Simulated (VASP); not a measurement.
Level of theory: r2SCAN meta-GGA, VASP's PBE PAW potentials (set 64) (plane waves; VASP 6.6.1).

VASP ran on this input.

**KPOINTS**
```
Automatic
0
gamma
  10 10 10
```

### POSCAR
```
CoAl
1
   -0.0000000000     2.7702674688     2.7702674688
    2.7702674688    -0.0000000000     2.7702674688
    2.7702674688     2.7702674688    -0.0000000000
Co Al
1 1
Direct
  0.0000000000   0.0000000000   0.0000000000
  0.2500000000   0.2500000000   0.2500000000
```

**INCAR**
```
! general
SYSTEM   =  CoAl
PREC     =  Accurate
ENCUT    =  400   ! plane-wave cut-off (eV)
LREAL    =  .False.   ! projection in real space or not
LASPH    =  .True.   ! aspherical one-centre terms

! electronic loop
EDIFF    =  1E-6
NELM     =  100   ! most electronic steps
ALGO     =  Normal
LMAXMIX  =  4   ! l cut-off of mixed one-centre charges
LMIXTAU  =  .True.

! smearing
ISMEAR   =  1   ! Methfessel-Paxton
SIGMA    =  0.1

! functional
METAGGA  =  R2SCAN

! spin
ISPIN    =  2
MAGMOM   =  1.8 -0.0

! ions
IBRION   =  2   ! conjugate gradients
NSW      =  60   ! most ionic steps
ISIF     =  3   ! ions, shape and volume
EDIFFG   =  -0.01

! output
LWAVE    =  .False.
LCHARG   =  .False.
LORBIT   =  10
```

POTCAR, in this order: Co Al (PBE.64 set). Program: vasp_std.

What VASP printed:

File OSZICAR:
```
       N       E                     dE             d eps       ncg     rms          rms(c)
DAV:   1     0.247575174786E+02    0.24758E+02   -0.40768E+03  2076   0.788E+02
DAV:   2    -0.192918184959E+02   -0.44049E+02   -0.41662E+02  2110   0.162E+02
DAV:   3    -0.206138959497E+02   -0.13221E+01   -0.13063E+01  2431   0.362E+01
DAV:   4    -0.206416693710E+02   -0.27773E-01   -0.27762E-01  2740   0.486E+00
DAV:   5    -0.206423756871E+02   -0.70632E-03   -0.70628E-03  2497   0.694E-01    0.125E+01
DAV:   6    -0.258044481249E+02   -0.51621E+01   -0.88343E+01  2269   0.141E+02    0.302E+01
DAV:   7    -0.177285652039E+02    0.80759E+01   -0.26398E+01  2374   0.733E+01    0.478E+00
DAV:   8    -0.175269449079E+02    0.20162E+00   -0.17081E+00  2526   0.153E+01    0.152E+00
DAV:   9    -0.175679130009E+02   -0.40968E-01   -0.23106E-01  2823   0.453E+00    0.190E+00
DAV:  10    -0.175946519832E+02   -0.26739E-01   -0.11290E-01  2711   0.370E+00    0.133E+00
DAV:  11    -0.176161240268E+02   -0.21472E-01   -0.75669E-02  2726   0.331E+00    0.819E-01
DAV:  12    -0.176435614312E+02   -0.27437E-01   -0.13339E-01  2739   0.356E+00    0.603E-01
DAV:  13    -0.176602135481E+02   -0.16652E-01   -0.81340E-02  2807   0.277E+00    0.479E-01
DAV:  14    -0.176591273840E+02    0.10862E-02   -0.11866E-01  2729   0.381E+00    0.382E-01
DAV:  15    -0.176626883572E+02   -0.35610E-02   -0.57510E-02  2596   0.270E+00    0.176E-01
DAV:  16    -0.176625382044E+02    0.15015E-03   -0.78923E-04  2290   0.269E-01    0.167E-01
DAV:  17    -0.176641229304E+02   -0.15847E-02   -0.31042E-03  2641   0.596E-01    0.122E-01
DAV:  18    -0.176646541885E+02   -0.53126E-03   -0.81429E-04  2795   0.290E-01    0.734E-02
DAV:  19    -0.176647865018E+02   -0.13231E-03   -0.13379E-04  2907   0.120E-01    0.550E-02
DAV:  20    -0.176648540045E+02   -0.67503E-04   -0.88135E-05  2754   0.106E-01    0.341E-02
DAV:  21    -0.176648756981E+02   -0.21694E-04   -0.69985E-04  2738   0.299E-01    0.152E-02
DAV:  22    -0.176649032516E+02   -0.27554E-04   -0.10467E-04  2686   0.122E-01    0.543E-03
DAV:  23    -0.176649038511E+02   -0.59948E-06   -0.77508E-07  1174   0.913E-03
   1 F= -.17664904E+02 E0= -.17665165E+02  d E =-.176649E+02  mag=     1.7581
```

### OUTCAR
```
------------------------ aborting loop because EDIFF is reached ----------------------------------------
  FORCE on cell =-STRESS in cart. coord.  units (eV):
  Direction    XX          YY          ZZ          XY          YZ          ZX
  --------------------------------------------------------------------------------------
  Total       -0.0172590     -0.0172590     -0.0172590      0.0000000      0.0000000      0.0000000
  in kB       -0.6503248     -0.6503248     -0.6503248      0.0000000      0.0000000      0.0000000
  external PRESSURE =      -0.6503248 kB  Pullay stress =       0.0000000 kB
  volume of cell :       42.52
      direct lattice vectors                 reciprocal lattice vectors
     0.000000000  2.770267469  2.770267469    -0.180487987  0.180487987  0.180487987
     2.770267469  0.000000000  2.770267469     0.180487987 -0.180487987  0.180487987
     2.770267469  2.770267469  0.000000000     0.180487987  0.180487987 -0.180487987
 POSITION                                       TOTAL-FORCE (eV/Angst)
 -----------------------------------------------------------------------------------
      0.00000      0.00000      0.00000         0.000000      0.000000     -0.000000
      1.38513      1.38513      1.38513        -0.000000     -0.000000      0.000000
 -----------------------------------------------------------------------------------
    total drift:                                0.000016      0.000016      0.000016
  FREE ENERGIE OF THE ION-ELECTRON SYSTEM (eV)
  ---------------------------------------------------
  free  energy   TOTEN  =       -17.6649038511 eV

  energy  without entropy=      -17.6656887177  energy(sigma->0) =      -17.66516547

 total charge

# of ion       s       p       d       tot
------------------------------------------
    1        0.554   0.294   7.215   8.063
    2        0.499   0.346   0.000   0.845
--------------------------------------------------
tot          1.054   0.639   7.215   8.908

 magnetization (x)

# of ion       s       p       d       tot
------------------------------------------
    1        0.047   0.018   1.758   1.823
    2       -0.009  -0.034   0.000  -0.043
--------------------------------------------------
tot          0.039  -0.016   1.758   1.780

 reached required accuracy - stopping structural energy minimisation
```
(Selected blocks of OUTCAR.)

The structure was generated: CoAl was put into the zinc blende type (F-43m), which need not be its known phase. It was relaxed first, which changed the volume by -8 %. The start is the result of an earlier pass.
